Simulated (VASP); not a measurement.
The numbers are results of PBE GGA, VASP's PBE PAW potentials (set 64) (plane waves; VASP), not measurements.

Input for VASP

### POSCAR
```
NiO
1
    4.0925457830     2.0397209468     2.0397209468
    2.0397209468     4.0925457830     2.0397209468
    2.0397209468     2.0397209468     4.0925457830
Ni O
2 2
Direct
  0.0000000000   1.0000000000   0.0000000000
  0.5000000000   0.5000000000   0.5000000000
  0.2500000000   0.2500000000   0.2500000000
  0.7500000000   0.7500000000   0.7500000000
```

**INCAR**
```
SYSTEM = NiO
PREC = Accurate
ENCUT = 620
EDIFF = 1E-6
NELM = 100
ALGO = Normal
LREAL = .FALSE.
LASPH = .TRUE.
ISMEAR = 0
SIGMA = 0.05
GGA = PE
LMAXMIX = 4
ISPIN = 2
MAGMOM = 1.4 -1.4 0.0 0.0
LORBIT = 10
LWAVE = .FALSE.
LCHARG = .FALSE.
IBRION = 2
ISIF = 3
NSW = 40
EDIFFG = -0.02
PSTRESS = 100
```

File KPOINTS:
```
kpoints
0
Gamma
  9 9 9
```

POTCAR, in this order: Ni O (PBE.64 set). Program: vasp_std.

The run wrote:

File OSZICAR:
```
       N       E                     dE             d eps       ncg     rms          rms(c)
DAV:   1     0.277227749520E+03    0.27723E+03   -0.17839E+04  6960   0.245E+03
DAV:   2     0.537184593892E+01   -0.27186E+03   -0.25462E+03  7036   0.442E+02
DAV:   3    -0.263510182485E+02   -0.31723E+02   -0.30078E+02  7868   0.169E+02
DAV:   4    -0.273970980584E+02   -0.10461E+01   -0.10396E+01  7580   0.322E+01
DAV:   5    -0.274254390506E+02   -0.28341E-01   -0.28330E-01  8152   0.503E+00    0.216E+01
DAV:   6    -0.244610466712E+02    0.29644E+01   -0.40521E+01 10204   0.109E+02    0.211E+01
DAV:   7    -0.232842852594E+02    0.11768E+01   -0.66693E+00  8916   0.763E+01    0.101E+01
DAV:   8    -0.234446361813E+02   -0.16035E+00   -0.17869E+00  7756   0.119E+01    0.655E+00
DAV:   9    -0.233688673082E+02    0.75769E-01   -0.14022E-01 10876   0.107E+01    0.138E+00
DAV:  10    -0.233832603748E+02   -0.14393E-01   -0.62359E-02  9872   0.350E+00    0.632E-01
DAV:  11    -0.233834866833E+02   -0.22631E-03   -0.78558E-03 10300   0.269E+00    0.130E-01
DAV:  12    -0.233837383667E+02   -0.25168E-03   -0.22427E-03  7608   0.442E-01    0.851E-02
DAV:  13    -0.233837054021E+02    0.32965E-04   -0.25560E-04 10744   0.199E-01    0.307E-02
DAV:  14    -0.233837079133E+02   -0.25112E-05   -0.39060E-05  8420   0.136E-01    0.280E-02
DAV:  15    -0.233837070704E+02    0.84288E-06   -0.11990E-05  8976   0.578E-02    0.611E-03
DAV:  16    -0.233837071238E+02   -0.53444E-07   -0.12034E-06  3696   0.192E-02
   1 F= -.21234289E+02 E0= -.21234289E+02  d E =-.212343E+02  mag=    -0.0000
       N       E                     dE             d eps       ncg     rms          rms(c)
DAV:   1    -0.238530347898E+02   -0.46933E+00   -0.78193E+00  8392   0.420E+01    0.476E+00
DAV:   2    -0.235129859190E+02    0.34005E+00   -0.14604E+00  8032   0.256E+01    0.319E+00
DAV:   3    -0.234765940019E+02    0.36392E-01   -0.14235E-01  9888   0.897E+00    0.164E+00
DAV:   4    -0.234708802494E+02    0.57138E-02   -0.31359E-02  9080   0.247E+00    0.614E-01
DAV:   5    -0.234679885897E+02    0.28917E-02   -0.59202E-03 11728   0.163E+00    0.350E-01
DAV:   6    -0.234670795812E+02    0.90901E-03   -0.36424E-03  8312   0.102E+00    0.106E-01
DAV:   7    -0.234670314375E+02    0.48144E-04   -0.61693E-04 10232   0.256E-01    0.519E-02
DAV:   8    -0.234670397855E+02   -0.83480E-05   -0.44259E-05  8680   0.134E-01    0.228E-02
DAV:   9    -0.234670401197E+02   -0.33416E-06   -0.11074E-05  7392   0.342E-02    0.665E-03
DAV:  10    -0.234670397943E+02    0.32535E-06   -0.47324E-06  6376   0.321E-02
   2 F= -.21236169E+02 E0= -.21236169E+02  d E =-.187959E-02  mag=     0.0000
       N       E                     dE             d eps       ncg     rms          rms(c)
DAV:   1    -0.235239364653E+02   -0.56896E-01   -0.17526E+00  8248   0.197E+01    0.227E+00
DAV:   2    -0.234454370884E+02    0.78499E-01   -0.33871E-01  8420   0.111E+01    0.142E+00
DAV:   3    -0.234382989520E+02    0.71381E-02   -0.27305E-02  9616   0.389E+00    0.801E-01
DAV:   4    -0.234369272847E+02    0.13717E-02   -0.59214E-03  9224   0.119E+00    0.278E-01
DAV:   5    -0.234362771532E+02    0.65013E-03   -0.13477E-03 11752   0.765E-01    0.158E-01
DAV:   6    -0.234360786206E+02    0.19853E-03   -0.77528E-04  8488   0.481E-01    0.510E-02
DAV:   7    -0.234360697245E+02    0.88961E-05   -0.13001E-04 10296   0.121E-01    0.248E-02
DAV:   8    -0.234360701711E+02   -0.44664E-06   -0.92510E-06  8796   0.574E-02
   3 F= -.21244342E+02 E0= -.21244342E+02  d E =-.100531E-01  mag=     0.0000
```

### OUTCAR
```
------------------------ aborting loop because EDIFF is reached ----------------------------------------
  FORCE on cell =-STRESS in cart. coord.  units (eV):
  Direction    XX          YY          ZZ          XY          YZ          ZX
  --------------------------------------------------------------------------------------
  Total        2.2266515      2.2266515      2.2266515     -0.0219114     -0.0219114     -0.0219114
  in kB      101.5934194    101.5934194    101.5934194     -0.9997303     -0.9997303     -0.9997303
  external PRESSURE =       1.5934194 kB  Pullay stress =     100.0000000 kB
  volume of cell :       35.12
      direct lattice vectors                 reciprocal lattice vectors
     4.118367733  2.051729474  2.051729474     0.363127570 -0.120750049 -0.120750049
     2.051729474  4.118367733  2.051729474    -0.120750049  0.363127570 -0.120750049
     2.051729474  2.051729474  4.118367733    -0.120750049 -0.120750049  0.363127570
 POSITION                                       TOTAL-FORCE (eV/Angst)
 -----------------------------------------------------------------------------------
      0.00000      0.00000      0.00000         0.000000      0.000000      0.000000
      4.11091      4.11091      4.11091        -0.000000     -0.000000      0.000000
      2.05546      2.05546      2.05546         0.000000      0.000000     -0.000000
      6.16637      6.16637      6.16637        -0.000000     -0.000000      0.000000
 -----------------------------------------------------------------------------------
    total drift:                                0.000000     -0.000000     -0.000000
  FREE ENERGIE OF THE ION-ELECTRON SYSTEM (eV)
  ---------------------------------------------------
  free  energy   TOTEN  =       -23.4360701711 eV

  energy  without entropy=      -23.4360701711  energy(sigma->0) =      -23.43607017
  enthalpy is  TOTEN    =       -21.2443421248 eV   P V=        2.1917280463

 total charge

# of ion       s       p       d       tot
------------------------------------------
    1        0.342   0.431   8.293   9.066
    2        0.342   0.431   8.293   9.066
    3        1.559   3.432   0.000   4.991
    4        1.559   3.432   0.000   4.991
--------------------------------------------------
tot          3.801   7.728  16.585  28.114

 magnetization (x)

# of ion       s       p       d       tot
------------------------------------------
    1       -0.010  -0.014   1.347   1.322
    2        0.010   0.014  -1.347  -1.322
    3        0.000   0.000   0.000   0.000
    4        0.000   0.000   0.000   0.000
--------------------------------------------------
tot          0.000   0.000   0.000   0.000

 reached required accuracy - stopping structural energy minimisation
```
(Selected blocks of OUTCAR.)

**CONTCAR**
```
NiO
   1.00000000000000
     4.1183677326687453    2.0517294739516276    2.0517294739516276
     2.0517294739516276    4.1183677326687453    2.0517294739516276
     2.0517294739516276    2.0517294739516276    4.1183677326687453
  Ni              O
     2     2
Direct
     0.0000000000000000    0.0000000000000000    0.0000000000000000
     0.5000000000000000    0.5000000000000000    0.5000000000000000
     0.2500000000000000    0.2500000000000000    0.2500000000000000
     0.7500000000000000    0.7500000000000000    0.7500000000000000
```

The compound is NiO in the rock salt, AFM-II order structure. This run relaxes it under an external pressure of 10 GPa. Symmetry was kept, so distortions that lower it aren't found.
